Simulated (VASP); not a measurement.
Output of a VASP run:

### OSZICAR
```
...
  12 F= 0.55650672E+00 E0= 0.55677345E+00  d E =-.210557E-05
       N       E                     dE             d eps       ncg     rms          rms(c)
DAV:   1    -0.118780729169E+01    0.13538E-03   -0.27358E-06   464   0.143E-02    0.186E-03
DAV:   2    -0.118780718761E+01    0.10408E-06   -0.95092E-08   256   0.292E-03    0.108E-03
DAV:   3    -0.118780712353E+01    0.64077E-07   -0.15006E-07   512   0.327E-03
  13 F= 0.55650466E+00 E0= 0.55677217E+00  d E =-.416725E-05
       N       E                     dE             d eps       ncg     rms          rms(c)
DAV:   1    -0.118753670078E+01    0.27049E-03   -0.13340E-05   464   0.317E-02    0.373E-03
DAV:   2    -0.118753624810E+01    0.45268E-06   -0.40793E-07   464   0.613E-03    0.216E-03
DAV:   3    -0.118753600986E+01    0.23825E-06   -0.54767E-07   512   0.624E-03    0.730E-04
DAV:   4    -0.118753606780E+01   -0.57945E-07   -0.10863E-08   232   0.101E-03
  14 F= 0.55650056E+00 E0= 0.55676946E+00  d E =-.826764E-05
       N       E                     dE             d eps       ncg     rms          rms(c)
DAV:   1    -0.118699614824E+01    0.53986E-03   -0.55447E-05   464   0.690E-02    0.748E-03
DAV:   2    -0.118699422015E+01    0.19281E-05   -0.17052E-06   464   0.126E-02    0.426E-03
DAV:   3    -0.118699327705E+01    0.94310E-06   -0.22482E-06   512   0.127E-02    0.145E-03
DAV:   4    -0.118699338188E+01   -0.10483E-06   -0.38273E-08   240   0.193E-03    0.404E-04
DAV:   5    -0.118699340410E+01   -0.22216E-07   -0.48973E-09   232   0.620E-04
  15 F= 0.55649300E+00 E0= 0.55676470E+00  d E =-.158294E-04
       N       E                     dE             d eps       ncg     rms          rms(c)
DAV:   1    -0.118591783528E+01    0.10755E-02   -0.21308E-04   464   0.127E-01    0.150E-02
DAV:   2    -0.118591002898E+01    0.78063E-05   -0.66765E-06   464   0.247E-02    0.853E-03
DAV:   3    -0.118590642271E+01    0.36063E-05   -0.89959E-06   512   0.254E-02    0.290E-03
DAV:   4    -0.118590664396E+01   -0.22125E-06   -0.17448E-07   336   0.399E-03    0.649E-04
DAV:   5    -0.118590666824E+01   -0.24286E-07   -0.17738E-08   232   0.111E-03
  16 F= 0.55647963E+00 E0= 0.55675681E+00  d E =-.291972E-04
       N       E                     dE             d eps       ncg     rms          rms(c)
DAV:   1    -0.118377175850E+01    0.21349E-02   -0.86000E-04   464   0.263E-01    0.299E-02
DAV:   2    -0.118374049751E+01    0.31261E-04   -0.27781E-05   464   0.527E-02    0.171E-02
DAV:   3    -0.118372639513E+01    0.14102E-04   -0.36028E-05   512   0.508E-02    0.579E-03
DAV:   4    -0.118372680288E+01   -0.40775E-06   -0.69010E-07   464   0.793E-03    0.133E-03
DAV:   5    -0.118372685316E+01   -0.50281E-07   -0.58968E-08   368   0.190E-03
  17 F= 0.55646062E+00 E0= 0.55674836E+00  d E =-.482009E-04
       N       E                     dE             d eps       ncg     rms          rms(c)
DAV:   1    -0.117952297276E+01    0.42038E-02   -0.34167E-03   464   0.510E-01    0.599E-02
DAV:   2    -0.117939728802E+01    0.12568E-03   -0.10867E-04   464   0.102E-01    0.341E-02
DAV:   3    -0.117934145746E+01    0.55831E-04   -0.14423E-04   512   0.102E-01    0.115E-02
DAV:   4    -0.117934221343E+01   -0.75597E-06   -0.29169E-06   464   0.162E-02    0.243E-03
DAV:   5    -0.117934223283E+01   -0.19406E-07   -0.26149E-07   536   0.405E-03
  18 F= 0.55645316E+00 E0= 0.55676007E+00  d E =-.556670E-04
```

### OUTCAR
```
------------------------ aborting loop because EDIFF is reached ----------------------------------------
  FORCE on cell =-STRESS in cart. coord.  units (eV):
  Direction    XX          YY          ZZ          XY          YZ          ZX
  --------------------------------------------------------------------------------------
  Total        1.7407063      1.7407063      1.7407063     -0.0000000     -0.0000000     -0.0000000
  in kB      100.2829178    100.2829178    100.2829178     -0.0000000     -0.0000000     -0.0000000
  external PRESSURE =       0.2829178 kB  Pullay stress =     100.0000000 kB
  volume of cell :       27.81
      direct lattice vectors                 reciprocal lattice vectors
    -0.000000000  2.404693370  2.404693370    -0.207926718  0.207926718  0.207926718
     2.404693370  0.000000000  2.404693370     0.207926718 -0.207926718  0.207926718
     2.404693370  2.404693370  0.000000000     0.207926718  0.207926718 -0.207926718
 POSITION                                       TOTAL-FORCE (eV/Angst)
 -----------------------------------------------------------------------------------
      0.00000      0.00000      0.00000         0.000000      0.000000      0.000000
 -----------------------------------------------------------------------------------
    total drift:                                0.000000      0.000000     -0.000000
  FREE ENERGIE OF THE ION-ELECTRON SYSTEM (eV)
  ---------------------------------------------------
  free  energy   TOTEN  =        -1.1793422328 eV

  energy  without entropy=       -1.1787284048  energy(sigma->0) =       -1.17903532
  enthalpy is  TOTEN    =         0.5564531587 eV   P V=        1.7357953915

 reached required accuracy - stopping structural energy minimisation
```
(Selected blocks of OUTCAR.)

### POSCAR
```
Yb
1
    0.0000000000     2.7114732638     2.7114732638
    2.7114732638     0.0000000000     2.7114732638
    2.7114732638     2.7114732638     0.0000000000
Yb
1
Direct
  0.0000000000   0.0000000000   0.0000000000
```

Write an INCAR and KPOINTS that could have produced this output.

This is not unique; one that fits is the input of the run itself, PBE GGA, plane waves, VASP's PBE PAW potentials (set 64).

**INCAR**
```
GGA=PE   # PBE
PSTRESS=100   # kbar
LASPH=.TRUE.   # aspherical one-centre terms
ISIF=3
PREC=Accurate
NELM=100
EDIFFG=-0.01   # ionic stop
LMAXMIX=6
LWAVE=.FALSE.
SYSTEM=Yb
SIGMA=0.05   # width (eV)
ENCUT=480
ISMEAR=0   # Gaussian
LREAL=.FALSE.   # projection in real space or not
ALGO=Normal   # blocked Davidson
IBRION=2   # conjugate gradients
EDIFF=1E-7
LCHARG=.FALSE.
NSW=40   # most ionic steps
```

### KPOINTS
```
Automatic mesh
0
Gamma
8 8 8
0 0 0
```

POTCAR, in this order: Yb_2 (PBE.64 set). Program: vasp_std.

The 4f electrons are frozen in the core of the lanthanide potential, so 4f levels, which can set the real gap, and their magnetism are missing. Energy and stress use the plane-wave basis of the starting cell.

The compound is Yb in the fcc structure. This run relaxes it under an external pressure of 10 GPa. Symmetry was kept, so distortions that lower it aren't found.
